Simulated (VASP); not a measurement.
Here is a VASP 6.6.1 calculation.

File INCAR:

```
PREC = Accurate ; ENCUT = 520
EDIFF = 1E-7 ; ISMEAR = 0
SIGMA = 0.03 ; LREAL = False
LASPH = True ; NELM = 100
ALGO = Fast ; ISIF = 2
LWAVE = False ; LCHARG = False
LDIPOL = True ; IDIPOL = 3
DIPOL = 0.5 0.5 0.500 ; GGA = PE
NBANDS = 12
```

The input KPOINTS:

```
Automatic mesh
0
Gamma
  12 12 1
```

Contents of POSCAR:

```
As
1.0
    3.6000000000      0.0000000000      0.0000000000
   -1.8000000000      3.1176914536      0.0000000000
    0.0000000000      0.0000000000     15.4000000000
As
2
Direct
    0.3333330000      0.6666670000      0.4545454545
    0.6666670000      0.3333330000      0.5454545455
```

Potentials or basis: VASP PAW PBE potentials, release 64 (As).

Launch:

```console
$ cat potpaw_PBE.64/As/POTCAR > POTCAR
$ mpirun -np 1 vasp_std > vasp.out
```

Task: Predict the band gap on the k mesh.

Result: 1.59 eV, indirect (least direct gap 1.95 eV).

Task: Predict the largest force.

Result: 0.011 eV/Å.

Forces in eV/Å, atoms in the order of the input:
```
As   0.000  0.000  0.011
As   0.000  0.000 -0.011
```

Expect the measured gap to be larger: semilocal functionals such as PBE lack the derivative discontinuity.
